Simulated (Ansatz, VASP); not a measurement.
## Cross-check of CrSi2P4 (CrSi2P4 monolayer) between VASP and Ansatz

Wanted: the spread between two codes on one cell, functional and k mesh. The structure shown is the start of the Ansatz relaxation below; VASP solves that cell, so the two are compared at the walk's first step.

Method: plane waves, with VASP 6.6.1 beside it; single point at PBE with D3(BJ), in Ansatz 0.2.0.

### 1. Starting point

The cell holds 7 atoms: 4 P, 2 Si and 1 Cr. Cell: a = 3.480 Å, b = 3.480 Å, c = 46.552 Å, α = 90.0°, β = 90.0°, γ = 120.0°. Vacuum lies along c.

### 2. Ansatz: relaxation, PBE with D3(BJ)

Ansatz runs on its PAW soft_1 files.

The two programs are compared at the cell with which this relaxation starts, whose forces are those of its first step.

input.yaml

```yaml
crystal:
  lattice:
    - [3.48, 0.0, 0.0]
    - [-1.74, 3.0137684052, 0.0]
    - [0.0, 0.0, 46.5519100283]
  atoms:
    - { symbol: P, position: [0.0, 0.0, 0.4167390766] }
    - { symbol: Si, position: [0.3333333333, 0.6666666667, 0.4305824987] }
    - { symbol: P, position: [0.3333333333, 0.6666666667, 0.4759082436] }
    - { symbol: Cr, position: [0.0, 0.0, 0.5], spin: 1.0 }
    - { symbol: P, position: [0.3333333333, 0.6666666667, 0.5240917564] }
    - { symbol: Si, position: [0.3333333333, 0.6666666667, 0.5694175013] }
    - { symbol: P, position: [0.0, 0.0, 0.5832609234] }
  periodic: [true, true, false]
magnetization:
  spin_polarized: true
kpoints:
  mp_grid: { grid: [12, 12, 1] }
hamiltonian:
  xc: pbe
  dispersion: d3bj
  pseudopotentials: { kind: paw, azcp: { folder: soft_1 } }
scf:
  occupations: { method: fermi_dirac, width: 0.05 }
  convergence: { dr2_threshold: 1.0e-09 }
relax:
  f_tol: 0.004
  max_steps: 90
  cell: {}
output:
  write_potential: true
  write_density: true
  volumetric_format: npy
```

Launch:

```
$ ansatz run input.yaml --threads 2 --pin off --max-ram 3072MiB --backend cpu --events-out ev --progress --plain --runs-dir out
```

Numbers of over 12 decimals in the logs are rounded to 6 here.

Output:

```text
Warning: relax.cell: scf.convergence.dr2_threshold = 1e-9 eV is looser than the 2.22130330985e-10 eV advised for a relaxation that steers and ends on the stress (1e-10 eV for each atom of the cell: 7, times the square of relax.cell.stress_2d_tol = 0.05 N/m over 17.8 Å (the atoms' height at the walk's start and 5 Å past either face), 2.817e-2 GPa, over a crystal's default 0.05). What an SCF threshold leaves in a stress goes as its square root, and in the free energy as the threshold itself, and one threshold admits the most on a small cell: [figures from the program's tests cut] Set scf.convergence.dr2_threshold to 2.22130330985e-10 eV or tighter. [rest of the remark cut]
Engine: ansatz 0.2.0, aarch64-unknown-linux-gnu
Pseudopotentials: kind: paw
Pseudopotential: P, paw, valence charge 5, recommended cutoff 420 eV (normal), soft_1/P.paw.azcp
Pseudopotential: Si, paw, valence charge 4, recommended cutoff 420 eV (normal), soft_1/Si.paw.azcp
Pseudopotential: Cr, paw, valence charge 14, recommended cutoff 420 eV (normal), soft_1/Cr.paw.azcp
Functional definition: PBE
  parameter kappa = 0.804
  parameter beta = 0.066725
  exchange = pbe_x(kappa = kappa, mu = beta*pi^2/3)
  correlation = pbe_c(beta = beta)
Crystal: 7 atoms, lattice volume = 488.232 Å³
Basis set: ecut = 420 eV, 9533 PW (Γ), exchange–correlation on 48×48×640 points (8 copies of the dense FFT grid, shifted against one another)
Bands: 29, of which v1, the nominal top of the filled ones, is band 21 counted from 1 (20 counted from 0)
Symmetry: 12 space group operations
Space group: P-6m2 (ITA 187), of the structure as read, at distance tolerance 7.9e-5 Å
Magnetic group: BNS 187.209 (UNI 1439), of the structure as read, at distance tolerance 7.9e-5 Å
k-points: 19 of 144 (time reversal used)
Non-local potential: P, projectors of the file, l = 0: 2, l = 1: 2, l = 2: 1
Non-local potential: Si, projectors of the file, l = 0: 2, l = 1: 2, l = 2: 1
Non-local potential: Cr, projectors of the file, l = 0: 3, l = 1: 2, l = 2: 3, l = 3: 1
PAW form: soft (Blöchl's): semilocal exchange-correlation on the pseudo side does not see the compensation charge
PAW one-centre angular grid: P, 110 points (default); XC on 64 Gauss nodes
PAW one-centre angular grid: Si, 110 points (default); XC on 64 Gauss nodes
PAW one-centre angular grid: Cr, 590 points (default); XC on 64 Gauss nodes
Initial density: superposition of atomic densities (neutral atoms: chi_scale 0, normalization atom)
Starting moments: Σ|m| = 1 μB on 1 of 7 sites
Initial wavefunctions: pseudopotential atomic-orbital guess
Functional: x = pbe(κ = 0.804, μ = 0.219515), c = pbe(β = 0.066725)
SCF iter   1: F=—  HF=-7676.527339 eV  |F-HF|=—  |Δ(HF+E_count)|=         —  Δρ=2.87e-2 (↑2.87e-2 ↓2.32e-2)  dr2=1.40e1  dr2_m=8.81e-2  M=0.559 μB ∫|m|=0.801 μB  β_m=0.30  ethr=3.10e-3  ⟨swp⟩=19.2  Hψ=11468  notcnv=0
Mixer restart at iter 1: flushing history
preconditioner: auto → LDOS  [metal: Δε(μ)=0.061 eV  Ē_g=8.698 eV  σ=0.050 eV  W_gap=0.29  n_scr=26 (ndim 8)  ℏωp=9.8 eV  f_vac=0.737  D(μ)=2.02/eV (n_scr^D=12)]
spin=Collinear: LDOS preconditioning applied to the charge; magnetization (m = ρ↑ − ρ↓) channel mixes plain (no charge-response kernel on spin).
SCF iter   2: F=—  HF=-7674.168721 eV  |F-HF|=—  |Δ(HF+E_count)|=    2.36e0  Δρ=1.41e-2 (↑1.41e-2 ↓1.22e-2)  dr2=3.32e0  dr2_m=3.70e-2  M=0.585 μB ∫|m|=0.830 μB  β_m=0.44  ethr=3.10e-3  ⟨swp⟩=4.7  Hψ=3149  notcnv=0  defer=71
SCF iter   3: F=—  HF=-7673.510467 eV  |F-HF|=—  |Δ(HF+E_count)|=   6.58e-1  Δρ=4.10e-3 (↑3.71e-3 ↓4.10e-3)  dr2=1.89e-1  dr2_m=9.50e-3  M=0.597 μB ∫|m|=0.825 μB  β_m=0.57  ethr=3.10e-3  ⟨swp⟩=4.3  Hψ=2741  notcnv=0  defer=72
SCF iter   4: F=—  HF=-7673.512473 eV  |F-HF|=—  |Δ(HF+E_count)|=         —  Δρ=1.22e-3 (↑1.22e-3 ↓1.04e-3)  dr2=7.08e-3  dr2_m=3.74e-3  M=0.570 μB ∫|m|=0.761 μB  β_m=0.57  ethr=4.50e-4  ⟨swp⟩=4.6  Hψ=2609  notcnv=0  defer=61
SCF iter   5: F=—  HF=-7673.516497 eV  |F-HF|=—  |Δ(HF+E_count)|=   4.02e-3  Δρ=6.27e-4 (↑3.30e-4 ↓6.27e-4)  dr2=6.65e-4  dr2_m=7.86e-4  M=0.580 μB ∫|m|=0.760 μB  β_m=0.76  ethr=1.69e-5  ⟨swp⟩=3.4  Hψ=2680  notcnv=0  defer=61
SCF iter   6: F=—  HF=-7673.517910 eV  |F-HF|=—  |Δ(HF+E_count)|=   1.41e-3  Δρ=1.75e-4 (↑1.75e-4 ↓1.52e-4)  dr2=2.04e-4  dr2_m=1.03e-4  M=0.583 μB ∫|m|=0.752 μB  β_m=0.77  ethr=1.58e-6  ⟨swp⟩=3.0  Hψ=2276  notcnv=0  defer=61
[...]
SCF iter   6: F=—  HF=-7675.948182 eV  |F-HF|=—  |Δ(HF+E_count)|=   8.19e-7  Δρ=6.98e-7 (↑6.96e-7 ↓6.98e-7)  dr2=3.13e-8  dr2_m=1.80e-14  M=-0.000 μB ∫|m|=0.000 μB  β_m=0.68  ethr=2.33e-10  ⟨swp⟩=3.8  Hψ=2412  notcnv=0
SCF iter   7: F=—  HF=-7675.948183 eV  |F-HF|=—  |Δ(HF+E_count)|=   9.29e-8  Δρ=2.18e-7 (↑2.16e-7 ↓2.18e-7)  dr2=1.13e-9  dr2_m=1.23e-14  M=-0.000 μB ∫|m|=0.000 μB  β_m=0.74  ethr=7.44e-11  ⟨swp⟩=4.1  Hψ=2558  notcnv=0
SCF iter   8: F=—  HF=-7675.948183 eV  |F-HF|=—  |Δ(HF+E_count)|=   1.00e-9  Δρ=8.94e-8 (↑8.94e-8 ↓8.86e-8)  dr2=2.23e-10  dr2_m=2.27e-15  M=-0.000 μB ∫|m|=0.000 μB  β_m=0.83  ethr=2.70e-12  ⟨swp⟩=3.2  Hψ=2268  notcnv=0
SCF iter   9: F=—  HF=-7675.948183 eV  |F-HF|=—  |Δ(HF+E_count)|=  8.04e-10  Δρ=1.85e-7 (↑1.85e-7 ↓1.84e-7)  dr2=1.17e-9  dr2_m=1.69e-15  M=-0.000 μB ∫|m|=0.000 μB  β_m=0.91  ethr=1.00e-12  ⟨swp⟩=2.8  Hψ=2107  notcnv=0
SCF iter  10: F=-7675.948183 eV  HF=-7675.948183 eV  |F-HF|=1.61e-10  |Δ(HF+E_count)|=  1.86e-10  Δρ=2.95e-8 (↑2.95e-8 ↓2.86e-8)  dr2=2.76e-11  dr2_m=1.17e-15  M=-0.000 μB ∫|m|=0.000 μB  ethr=1.00e-12  ⟨swp⟩=11.6  Hψ=8391  notcnv=0
the starting moments were not kept: the SCF closed with an absolute magnetisation of 5.6e-8 μB, where they sum to 1 μB in size (1 site). That is at most 0.1 of that sum. Measured as dr2_m measures the in/out step, that magnetisation stands 7.1e-16 eV from none, at or under the dr2_threshold of 1.0e-9 eV: it is no larger than a step whose dr2_m would equal this threshold.
SCF 9 converged in 10 iterations: F = -7675.948183 eV  dr2 = 2.76e-11
relax step   9: F+E_penalty+E_count = -7675.94818256 eV  Δ(F+E_penalty+E_count) = +7.279e-4 eV  max|allowed force component| = 3.815e-3 eV/Å  Δτ_max = 0.0000 Å  P = -0.013 N/m  Ω = 457.027 Å³  fix = [c, alpha, beta]  reactions: c +0.000 N/m  stress off target by 1.35e-2 N/m on what of the cell is left free  SCF on the basis re-selected at this cell (its energy is not comparable with the rows above)  (10 SCF iters)
basis re-selected at this cell: Δ(F+E_penalty+E_count) = +7.279e-4 eV, ΔP = +0.001 N/m vs the last step (what re-selecting the basis moved, of the pressure what is left beyond the Pulay correction that the steps carried, after the strain that the cell walked since its last selection, with what the two solves' SCF thresholds leave and, on support functions, any second-order correction that the steps lacked; it is no m [...]
WARN: The input density's exchange-correlation potential varies sharply where the density is thin. Do not read a vacuum level from v_tot or v_xc, or from such a field of the output density. On a cell that repeats whose density bears no net charge and no dipole along the vacuum's axis use v_es (v_loc + v_h of the components); under efield.dipole_correction with no amplitude use v_es + v_field, which holds any external [...]
SCF converged after 10 iterations
Magnetization: -0.0000 μB (21.0000 up, 21.0000 down)
Absolute magnetization: 0.0000 μB (∫|ρ↑−ρ↓|, with the PAW one-centre terms)
Spin contamination: 0.0000 ħ² per cell (⟨S²⟩ above its minimum at these occupations)
Per-site moments (μB) at R_I (Å): [(8.07120038783606e-10, 0.914907), (-1.7741282689657256e-10, 0.914907), (7.427693036749006e-9, 0.927137), (-2.2861009513940376e-8, 0.967812), (7.427693066725307e-9, 0.927137), (-1.7741283763414115e-10, 0.914907), (8.071200205139028e-10, 0.914907)]
Free energy (F): -7675.948183 eV
Harris-Foulkes:  -7675.948183 eV  (|F-HF|=1.61e-10)
Internal energy: -7675.947561 eV  (E = F + TS)
E sigma→0 (E₀):  -7675.947872 eV
Entropy (-TS):   -0.000622 eV (-0.089 meV/atom)
Fermi energy:    -5.187667 eV
--- Per-component energies (eV) ---
  E_band       = -797.877614
  E_kinetic    = 666.644611
  E_local      = -138383.601638  (includes V_loc(G=0)·N_el)
  E_nonlocal   = 217.318222
  E_hartree    = 68748.375334
  E_xc         = -523.083279
  E_vxc        = -490.595671  (∫ρ·V_xc dr)
  E_paw        = -4474.935663  (= ΣΔE_a)
  E_vpaw       = -304.393900  (= ΣTr[D̂ρ^β])
  E_aug_tail   = 0.000907  (compensation charges beyond the density's cutoff)
  E_ewald      = 66075.688677
  E_disp       = -2.354731  (pairwise vdW)
  E_smearing   = -0.000622  (= −TS)
  E_closure    = -0.000000  (closes the sum)
  Σ components = -7675.948183   (vs F -7675.948183, Δ=0.00e0)
--- Forces (eV/Å), atoms counted from 1 ---
  atom   1  P      0.00000000    -0.00000000    -0.00266446
  atom   2  Si    -0.00000000     0.00000000     0.00381503
  atom   3  P      0.00000000    -0.00000000     0.00342376
  atom   4  Cr    -0.00000000     0.00000000     0.00000000
  atom   5  P      0.00000000    -0.00000000    -0.00342376
  atom   6  Si    -0.00000000     0.00000000    -0.00381503
  atom   7  P      0.00000000    -0.00000000     0.00266446
  max |Σ_I F_I| component: 6.66e-16 eV/Å
--- 2D stress c σ (N/m, compression-positive) ---
       -0.013473      -0.000000      -0.000000
       -0.000000      -0.013473       0.000000
        0.000000       0.000000       0.000000
  P = ½ c Tr σ = -0.0135 N/m
--- Band table (eV; the first three rows and the last of 38) ---
  k-point 0 ↑: bands = [... 17 lower, -5.7991, -5.7538, -5.7538, -5.4369, -2.5475, -2.5475, -2.3762, -2.3762, ... 4 higher]
  k-point 1 ↑: bands = [... 17 lower, -6.0670, -6.0199, -5.9528, -5.4305, -2.8617, -2.7622, -2.4619, -2.4348, ... 4 higher]
  k-point 2 ↑: bands = [... 17 lower, -6.4918, -6.3514, -6.2101, -5.5539, -3.4321, -3.3377, -2.8309, -2.2484, ... 4 higher]
  k-point 18 ↓: bands = [... 17 lower, -8.0383, -6.9555, -6.3395, -5.5261, -4.9990, -4.2209, -4.1042, -3.2738, ... 4 higher]
  the weakly bound empty levels are not read free of the cell's end (no_gap_told)
--- Relaxed structure (8 steps of the walk, 8 accepted, 1 SCFs on fresh bases) ---
  F+E_penalty+E_count = -7675.94818256 eV   max|allowed force component| = 3.815e-3 eV/Å   (the final SCF, on the basis selected at the relaxed cell)
  cell:  # Å, volume = 457.0273 Å³
    - [3.366953, 0, 0.0]
    - [-1.683476, 2.915867, 0.0]
    - [0.0, 0.0, 46.5519100283]
  atoms:
    - { symbol: P, position: [1.0573552618554984e-17, -5.1357255561990634e-17, 0.400556] }
    - { symbol: Si, position: [0.333333, 0.666667, 0.423497] }
    - { symbol: P, position: [0.333333, 0.666667, 0.471779] }
    - { symbol: Cr, position: [1.0573552618554984e-17, -5.1357255561990634e-17, 0.500000] }
    - { symbol: P, position: [0.333333, 0.666667, 0.528221] }
    - { symbol: Si, position: [0.333333, 0.666667, 0.576503] }
    - { symbol: P, position: [1.0573552618554984e-17, -5.1357255561990634e-17, 0.599444] }
```

[end of part 1 of 2]

[Lines on the potential files, build, host, timing and source positions are cut from VASP's logs without a mark.]

[Logs are printed without paths, hosts, clocks, repeated set-up lines and the standing remarks that a program may print on its own settings, such as how far it seeks lower states.]

[Hosts, paths, dates, database ids (printed as entryN), source tags and the programs' standing remarks are cut or masked in the printed files.]
